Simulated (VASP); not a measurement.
# Te2Mo: the band gap, functional by functional, part 2 of 3

Aim: the gap of Te2Mo on one structure at many levels of theory. The starting structure is a measured crystal structure from the Crystallography Open Database. The atoms were first relaxed with LDA in that cell, in a run that isn't shown, and the relaxed structure is the one below. Meshes and data sets differ where the inputs say so.

VASP 6.6.1.

Results so far: LDA 0.687 eV; PBE 0.720 eV.

## (4) Bands with r2SCAN

Level of this step: r2SCAN; plane waves and PAW (Te, Mo_sv) (VASP).

r2SCAN adds the kinetic-energy density, costs more than a GGA and is run with LASPH.

File INCAR:

```
SYSTEM = Te2Mo
PREC = Accurate
ENCUT = 350
EDIFF = 1E-06
NELM = 100
ISMEAR = 0
SIGMA = 0.03
LREAL = .FALSE.
ALGO = Normal
METAGGA = R2SCAN
LASPH = .TRUE.
NBANDS = 42
LORBIT = 11
LWAVE = .FALSE.
LCHARG = .FALSE.
KPAR = 8
```

File POSCAR:

```
Te2Mo
1.0
    3.5182000000      0.0000000000      0.0000000000
   -1.7591000000      3.0468505756      0.0000000000
    0.0000000000      0.0000000000     13.9736000000
Te Mo
4 2
Direct
    0.6666666667      0.3333333333      0.3777982746
    0.3333333333      0.6666666667      0.8777982746
    0.6666666667      0.3333333333      0.1222017254
    0.3333333333      0.6666666667      0.6222017254
    0.6666666667      0.3333333333      0.7500000000
    0.3333333333      0.6666666667      0.2500000000
```

File KPOINTS:

```
Automatic mesh
0
Gamma
8 8 2
0 0 0
```

File KPOINTS_OPT:

```
Line mode
8
Line-mode
Reciprocal
  0.00000000   0.00000000   0.00000000 GAMMA
  0.50000000   0.00000000   0.00000000 M

  0.50000000   0.00000000   0.00000000 M
  0.33333333   0.33333333   0.00000000 K

  0.33333333   0.33333333   0.00000000 K
  0.00000000   0.00000000   0.00000000 GAMMA

  0.00000000   0.00000000   0.00000000 GAMMA
  0.00000000   0.00000000   0.50000000 A

  0.00000000   0.00000000   0.50000000 A
  0.50000000   0.00000000   0.50000000 L

  0.50000000   0.00000000   0.50000000 L
  0.33333333   0.33333333   0.50000000 H

  0.33333333   0.33333333   0.50000000 H
  0.00000000   0.00000000   0.50000000 A

  0.50000000   0.00000000   0.50000000 L
  0.50000000   0.00000000   0.00000000 M

  0.33333333   0.33333333   0.00000000 K
  0.33333333   0.33333333   0.50000000 H
```

PAW data sets: Te and Mo_sv (PBE family, release 64).

On the command line:

```
$ mpirun -np 8 vasp_std
```

Output:

```text
[banner, memory and clock lines left out]
running    8 mpi-ranks, on    1 nodes
[...]
[... a notice as in an earlier step ...]

|                                                                             |
|               ----> ADVICE to this user running VASP <----                  |
|                                                                             |
|     You enforced a specific xc type in the INCAR file but a different       |
|     [... a line on the potential file left out ...]
|     I HOPE YOU KNOW WHAT YOU ARE DOING!                                     |
|                                                                             |

 LDA part: xc-table for (None), standard interpolation
 POSCAR, INCAR and KPOINTS ok, starting setup
[...]
entering main loop
       N       E                     dE             d eps       ncg     rms          rms(c)
DAV:   1     0.174918136664E+03    0.17492E+03   -0.22770E+04  1976   0.842E+02
DAV:   2    -0.156187219910E+03   -0.33111E+03   -0.31624E+03  2024   0.248E+02
[...]
1 F= -.15557811E+03 E0= -.15557811E+03  d E =-.562899E-35
 Start KPOINTS_OPT (optional k-point list driver)
k-point batch [1-20\72]
       N       E                     dE             ncg
DAV:   1    -0.189923958589E+04   -0.24815E+05     2000
DAV:   2    -0.847586910847E+04   -0.65766E+04     2020
DAV:   3    -0.877832952315E+04   -0.30246E+03     2002
DAV:   4    -0.878328537602E+04   -0.49559E+01     1934
DAV:   5    -0.878341426253E+04   -0.12889E+00     2040
DAV:   6    -0.878341755183E+04   -0.32893E-02     1980
DAV:   7    -0.878341769801E+04   -0.14618E-03     2048
DAV:   8    -0.878341770493E+04   -0.69248E-05     1492
DAV:   9    -0.878341770528E+04   -0.34451E-06     1260
[...]
k-point batch [61-72\72]
       N       E                     dE             ncg
DAV:   1     0.538564741326E+04   -0.19788E+05     1200
DAV:   2     0.156435571590E+04   -0.38213E+04     1182
DAV:   3     0.138454908700E+04   -0.17981E+03     1176
DAV:   4     0.138172563187E+04   -0.28235E+01     1152
DAV:   5     0.138166119955E+04   -0.64432E-01     1128
DAV:   6     0.138165889028E+04   -0.23093E-02     1132
DAV:   7     0.138165878636E+04   -0.10392E-03     1142
DAV:   8     0.138165878142E+04   -0.49392E-05      914
DAV:   9     0.138165878119E+04   -0.23387E-06      648
```

It took 69 s on 8 MPI ranks of Intel Xeon Platinum 8559C (Emerald Rapids), shared host; peak memory 2.4 GiB.

From OUTCAR (step 4):

```text
  Total        2.7346092      2.7346092      3.1884739      0.0000000      0.0000000     -0.0000000
  in kB       29.2499996     29.2499996     34.1046391      0.0000000      0.0000000     -0.0000000
  external PRESSURE =      30.8682128 kB  Pullay stress =       0.0000000 kB

 POSITION                                       TOTAL-FORCE (eV/Angst)
 -----------------------------------------------------------------------------------
      1.75910      1.01562      5.27920        -0.000000      0.000000      0.210672
     -0.00000      2.03123     12.26600         0.000000     -0.000000      0.210672
      1.75910      1.01562      1.70760        -0.000000      0.000000     -0.210672
     -0.00000      2.03123      8.69440         0.000000     -0.000000     -0.210672
      1.75910      1.01562     10.48020         0.000000      0.000000     -0.000000
     -0.00000      2.03123      3.49340        -0.000000     -0.000000     -0.000000
 -----------------------------------------------------------------------------------
    total drift:                               -0.000000      0.000000     -0.000000

  FREE ENERGIE OF THE ION-ELECTRON SYSTEM (eV)
  ---------------------------------------------------
  free  energy   TOTEN  =      -155.5781107487 eV

  energy  without entropy=     -155.5781107487  energy(sigma->0) =     -155.57811075

[... 2 parts as in an earlier step ...]

[... 1 further part left out ...]
[key lines of the parts left out:]
E-fermi :   8.3481
```

r2SCAN gives a least gap of 0.832 eV, and a least direct gap of 1.113 eV. The least gap is +0.145 eV from that of LDA.

## (5) Bands with TB-mBJ

TB-mBJ is a local potential fitted to gaps: it costs far less than a hybrid but gives no energy. Its energies, forces and stress mean nothing.

INCAR: that of step 4 with these lines changed.

```diff
@@ -4,3 +4,3 @@
 EDIFF = 1E-06
-NELM = 100
+NELM = 150
 ISMEAR = 0
@@ -9,3 +9,3 @@
 ALGO = Normal
-METAGGA = R2SCAN
+METAGGA = MBJ
 LASPH = .TRUE.
```

POSCAR is that of step 4.

KPOINTS is that of step 4.

KPOINTS_OPT is that of step 4.

On the command line:

```
$ mpirun -np 8 vasp_std
```

Output:

```text
[banner, memory and clock lines left out]
running    8 mpi-ranks, on    1 nodes
[...]
[... a notice as in an earlier step ...]

 [... a notice as in an earlier step ...]

 LDA part: xc-table for (None), standard interpolation
 POSCAR, INCAR and KPOINTS ok, starting setup
[...]
entering main loop
       N       E                     dE             d eps       ncg     rms          rms(c)
DAV:   1     0.198778229711E+04    0.19878E+04   -0.22481E+04  2000   0.818E+02
DAV:   2     0.167678647691E+04   -0.31100E+03   -0.29611E+03  1980   0.239E+02
DAV:   3     0.166291768060E+04   -0.13869E+02   -0.13596E+02  1968   0.442E+01
DAV:   4     0.166270598028E+04   -0.21170E+00   -0.21143E+00  1964   0.551E+00
[...]
DAV:  37     0.167137462232E+04    0.58925E-04   -0.58630E-06  1534   0.897E-03    0.583E-03
DAV:  38     0.167137459184E+04   -0.30480E-04   -0.45064E-06  1434   0.855E-03    0.337E-03
DAV:  39     0.167137459104E+04   -0.80035E-06   -0.24188E-06  1386   0.629E-03
   1 F= 0.16713746E+04 E0= 0.16713746E+04  d E =-.188268E-53
 Start KPOINTS_OPT (optional k-point list driver)
k-point batch [1-20\72]
       N       E                     dE             ncg
DAV:   1    -0.154601338816E+04   -0.24461E+05     2000
DAV:   2    -0.788852567046E+04   -0.63425E+04     1996
DAV:   3    -0.818792269105E+04   -0.29940E+03     2010
DAV:   4    -0.819278563352E+04   -0.48629E+01     1960
DAV:   5    -0.819288410103E+04   -0.98468E-01     1984
DAV:   6    -0.819288659451E+04   -0.24935E-02     1998
DAV:   7    -0.819288668532E+04   -0.90813E-04     2016
DAV:   8    -0.819288668889E+04   -0.35648E-05     1560
DAV:   9    -0.819288668903E+04   -0.14006E-06     1270
[...]
k-point batch [61-72\72]
       N       E                     dE             ncg
DAV:   1     0.560413729228E+04   -0.19570E+05     1200
DAV:   2     0.191610739584E+04   -0.36880E+04     1174
DAV:   3     0.174104399853E+04   -0.17506E+03     1184
DAV:   4     0.173836559153E+04   -0.26784E+01     1160
DAV:   5     0.173831835221E+04   -0.47239E-01     1114
DAV:   6     0.173831700899E+04   -0.13432E-02     1156
DAV:   7     0.173831696420E+04   -0.44785E-04     1134
DAV:   8     0.173831696260E+04   -0.15977E-05      900
DAV:   9     0.173831696254E+04   -0.60328E-07      672
```

Run time: 47 s. Hardware: 8 MPI ranks; peak memory 2.5 GiB.

From OUTCAR (step 5):

```text
  Total       20.5632801     20.5632801     12.7018714      0.0000000      0.0000000      0.0000000
  in kB      219.9495041    219.9495041    135.8620942      0.0000000      0.0000000      0.0000000
  external PRESSURE =     191.9203675 kB  Pullay stress =       0.0000000 kB

 POSITION                                       TOTAL-FORCE (eV/Angst)
 -----------------------------------------------------------------------------------
      1.75910      1.01562      5.27920        -0.000000      0.000000      0.904391
     -0.00000      2.03123     12.26600         0.000000     -0.000000      0.904391
      1.75910      1.01562      1.70760        -0.000000      0.000000     -0.904391
     -0.00000      2.03123      8.69440         0.000000     -0.000000     -0.904391
      1.75910      1.01562     10.48020        -0.000000     -0.000000      0.000000
     -0.00000      2.03123      3.49340         0.000000      0.000000      0.000000
 -----------------------------------------------------------------------------------
    total drift:                               -0.000000      0.000000     -0.000000

  FREE ENERGIE OF THE ION-ELECTRON SYSTEM (eV)
  ---------------------------------------------------
  free  energy   TOTEN  =      1671.3745910356 eV

  energy  without entropy=     1671.3745910356  energy(sigma->0) =     1671.37459104

[... 2 parts as in an earlier step ...]

[... 1 further part left out ...]
[key lines of the parts left out:]
E-fermi :   8.4043
```

TB-mBJ gives a least gap of 0.835 eV, and a least direct gap of 1.046 eV. The least gap is +0.149 eV from that of LDA.

## (6) Bands with LDA+U (Mo d 4.38 eV)

The U is chosen by hand, not computed for this crystal, and pushes the named shell towards whole occupations.

File INCAR:

```
SYSTEM = Te2Mo
PREC = Accurate
ENCUT = 350
EDIFF = 1E-06
NELM = 100
ISMEAR = 0
SIGMA = 0.03
LREAL = .FALSE.
ALGO = Normal
GGA = CA
NBANDS = 42
LDAU = .TRUE.
LDAUTYPE = 2
LDAUL = -1 2
LDAUU = 0 4.38
LDAUJ = 0 0
LDAUPRINT = 1
LASPH = .TRUE.
LMAXMIX = 4
LORBIT = 11
LWAVE = .FALSE.
LCHARG = .FALSE.
KPAR = 8
```

POSCAR is that of step 5.

KPOINTS is that of step 5.

KPOINTS_OPT is that of step 5.

Potentials, in the order of the species: Te and Mo_sv (LDA family, release 64).

On the command line:

```
$ mpirun -np 8 vasp_std
```

Output:

```text
[banner, memory and clock lines left out]
running    8 mpi-ranks, on    1 nodes
[...]
[... a notice as in an earlier step ...]

 LDA part: xc-table for (Slater(with rela. corr.)+CA(PZ))
 , standard interpolation
 POSCAR, INCAR and KPOINTS ok, starting setup
[...]
entering main loop
       N       E                     dE             d eps       ncg     rms          rms(c)
DAV:   1     0.317334346909E+03    0.31733E+03   -0.21880E+04  1976   0.816E+02
DAV:   2    -0.162190214663E+02   -0.33355E+03   -0.31853E+03  1978   0.247E+02
DAV:   3    -0.322036433086E+02   -0.15985E+02   -0.15714E+02  1942   0.480E+01
DAV:   4    -0.324900835106E+02   -0.28644E+00   -0.28620E+00  2000   0.656E+00
[...]
DAV:  13    -0.306985092177E+02    0.42642E-04   -0.20658E-04  1796   0.743E-02    0.105E-02
DAV:  14    -0.306985105022E+02   -0.12845E-05   -0.64999E-06  1802   0.112E-02    0.951E-03
DAV:  15    -0.306985108680E+02   -0.36579E-06   -0.68996E-07   942   0.343E-03
   1 F= -.30698511E+02 E0= -.30698511E+02  d E =-.591360E-12
 Start KPOINTS_OPT (optional k-point list driver)
k-point batch [1-20\72]
       N       E                     dE             ncg
DAV:   1    -0.136515199881E+04   -0.24280E+05     2000
DAV:   2    -0.790890914760E+04   -0.65438E+04     1954
DAV:   3    -0.822866019485E+04   -0.31975E+03     2002
DAV:   4    -0.823458991497E+04   -0.59297E+01     1960
DAV:   5    -0.823475290166E+04   -0.16299E+00     2012
DAV:   6    -0.823475809349E+04   -0.51918E-02     1964
DAV:   7    -0.823475834232E+04   -0.24884E-03     2022
DAV:   8    -0.823475835486E+04   -0.12536E-04     1510
DAV:   9    -0.823475835553E+04   -0.67579E-06     1290
[...]
k-point batch [61-72\72]
       N       E                     dE             ncg
DAV:   1     0.569055969463E+04   -0.19483E+05     1200
DAV:   2     0.190078314062E+04   -0.37898E+04     1172
DAV:   3     0.171566778816E+04   -0.18512E+03     1160
DAV:   4     0.171244422292E+04   -0.32236E+01     1160
DAV:   5     0.171236305900E+04   -0.81164E-01     1086
DAV:   6     0.171235979532E+04   -0.32637E-02     1148
DAV:   7     0.171235964364E+04   -0.15168E-03     1090
DAV:   8     0.171235963630E+04   -0.73410E-05      970
DAV:   9     0.171235963594E+04   -0.35637E-06      642
```

Wall time 21 s (8 MPI ranks); peak memory 2.1 GiB; 2.6 min of CPU time.

Parts of OUTCAR (step 6):

```text
  Total       -1.0809910     -1.0809910      0.5877273      0.0000000      0.0000000      0.0000000
  in kB      -11.5625249    -11.5625249      6.2864639      0.0000000      0.0000000      0.0000000
  external PRESSURE =      -5.6128619 kB  Pullay stress =       0.0000000 kB

 POSITION                                       TOTAL-FORCE (eV/Angst)
 -----------------------------------------------------------------------------------
      1.75910      1.01562      5.27920         0.000000      0.000000      0.229138
     -0.00000      2.03123     12.26600         0.000000     -0.000000      0.229138
      1.75910      1.01562      1.70760         0.000000      0.000000     -0.229138
     -0.00000      2.03123      8.69440         0.000000     -0.000000     -0.229138
      1.75910      1.01562     10.48020         0.000000     -0.000000      0.000000
     -0.00000      2.03123      3.49340        -0.000000      0.000000      0.000000
 -----------------------------------------------------------------------------------
    total drift:                               -0.000000      0.000000     -0.000000

  FREE ENERGIE OF THE ION-ELECTRON SYSTEM (eV)
  ---------------------------------------------------
  free  energy   TOTEN  =       -30.6985108680 eV

  energy  without entropy=      -30.6985108680  energy(sigma->0) =      -30.69851087

[... 2 parts as in an earlier step ...]

[... 1 further part left out ...]
[key lines of the parts left out:]
E-fermi :   8.2970
```

LDA+U (Mo d 4.38 eV) gives a least gap of 0.670 eV, and a least direct gap of 1.018 eV. The least gap is -0.016 eV from that of LDA.

## (7) Bands with r2SCAN+U (Mo d 2.2 eV)

INCAR: that of step 6 with these lines changed.

```diff
@@ -9,3 +9,4 @@
 ALGO = Normal
-GGA = CA
+METAGGA = R2SCAN
+LASPH = .TRUE.
 NBANDS = 42
@@ -14,6 +15,5 @@
 LDAUL = -1 2
-LDAUU = 0 4.38
+LDAUU = 0 2.2
 LDAUJ = 0 0
 LDAUPRINT = 1
-LASPH = .TRUE.
 LMAXMIX = 4
```

POSCAR is that of step 6.

KPOINTS is that of step 6.

KPOINTS_OPT is that of step 6.

PAW data sets: Te and Mo_sv (PBE family, release 64).

On the command line:

```
$ mpirun -np 8 vasp_std
```

Output:

```text
[... set-up lines as in an earlier step ...]
 entering main loop
       N       E                     dE             d eps       ncg     rms          rms(c)
DAV:   1     0.180037961094E+03    0.18004E+03   -0.22759E+04  1976   0.842E+02
DAV:   2    -0.150933009582E+03   -0.33097E+03   -0.31619E+03  2016   0.248E+02
DAV:   3    -0.165981731092E+03   -0.15049E+02   -0.14807E+02  2002   0.475E+01
DAV:   4    -0.166208492350E+03   -0.22676E+00   -0.22654E+00  1956   0.606E+00
[...]
DAV:  13    -0.150300584871E+03    0.13043E-04   -0.20708E-04  1804   0.727E-02    0.210E-02
DAV:  14    -0.150300584667E+03    0.20406E-06   -0.15774E-05  1674   0.162E-02    0.259E-02
DAV:  15    -0.150300585185E+03   -0.51731E-06   -0.19122E-06  1446   0.639E-03
   1 F= -.15030059E+03 E0= -.15030059E+03  d E =-.322244E-20
 Start KPOINTS_OPT (optional k-point list driver)
k-point batch [1-20\72]
       N       E                     dE             ncg
DAV:   1    -0.191998206255E+04   -0.24835E+05     2000
DAV:   2    -0.851039727261E+04   -0.65904E+04     2028
DAV:   3    -0.881544992799E+04   -0.30505E+03     2002
DAV:   4    -0.882047463825E+04   -0.50247E+01     1942
DAV:   5    -0.882060488724E+04   -0.13025E+00     2032
DAV:   6    -0.882060822036E+04   -0.33331E-02     1980
DAV:   7    -0.882060836879E+04   -0.14843E-03     2040
DAV:   8    -0.882060837584E+04   -0.70476E-05     1516
DAV:   9    -0.882060837619E+04   -0.35234E-06     1260
[...]
k-point batch [61-72\72]
       N       E                     dE             ncg
DAV:   1     0.536431864866E+04   -0.19810E+05     1200
DAV:   2     0.154176026659E+04   -0.38226E+04     1182
DAV:   3     0.136154932077E+04   -0.18021E+03     1176
DAV:   4     0.135871150083E+04   -0.28378E+01     1152
DAV:   5     0.135864666255E+04   -0.64838E-01     1128
DAV:   6     0.135864433492E+04   -0.23276E-02     1132
DAV:   7     0.135864422999E+04   -0.10493E-03     1150
DAV:   8     0.135864422502E+04   -0.49686E-05      930
DAV:   9     0.135864422479E+04   -0.23329E-06      640
```

Wall time 65 s (8 MPI ranks); peak memory 2.5 GiB.

OUTCAR, selected parts (step 7):

```text
  Total        3.3671515      3.3671515      4.0458455      0.0000000      0.0000000     -0.0000000
  in kB       36.0158159     36.0158159     43.2752803      0.0000000      0.0000000     -0.0000000
  external PRESSURE =      38.4356373 kB  Pullay stress =       0.0000000 kB

 POSITION                                       TOTAL-FORCE (eV/Angst)
 -----------------------------------------------------------------------------------
      1.75910      1.01562      5.27920         0.000000      0.000000      0.327685
     -0.00000      2.03123     12.26600         0.000000     -0.000000      0.327685
      1.75910      1.01562      1.70760         0.000000      0.000000     -0.327685
     -0.00000      2.03123      8.69440         0.000000     -0.000000     -0.327685
      1.75910      1.01562     10.48020        -0.000000     -0.000000     -0.000000
     -0.00000      2.03123      3.49340         0.000000      0.000000     -0.000000
 -----------------------------------------------------------------------------------
    total drift:                               -0.000000      0.000000     -0.000000

  FREE ENERGIE OF THE ION-ELECTRON SYSTEM (eV)
  ---------------------------------------------------
  free  energy   TOTEN  =      -150.3005851847 eV

  energy  without entropy=     -150.3005851847  energy(sigma->0) =     -150.30058518

[... 2 parts as in an earlier step ...]

[... 1 further part left out ...]
[key lines of the parts left out:]
E-fermi :   8.3405
```

r2SCAN+U (Mo d 2.2 eV) gives a least gap of 0.826 eV, and a least direct gap of 1.109 eV. The least gap is +0.139 eV from that of LDA.

(Part 2 of 3 ends here.)

[Lines on the potential files, build, host, timing and source positions are cut from VASP's logs without a mark.]

[Logs are printed without paths, hosts, clocks, repeated set-up lines and the standing remarks that a program may print on its own settings, such as how far it seeks lower states.]

[Hosts, paths, dates, database ids (printed as entryN), source tags and the programs' standing remarks are cut or masked in the printed files.]
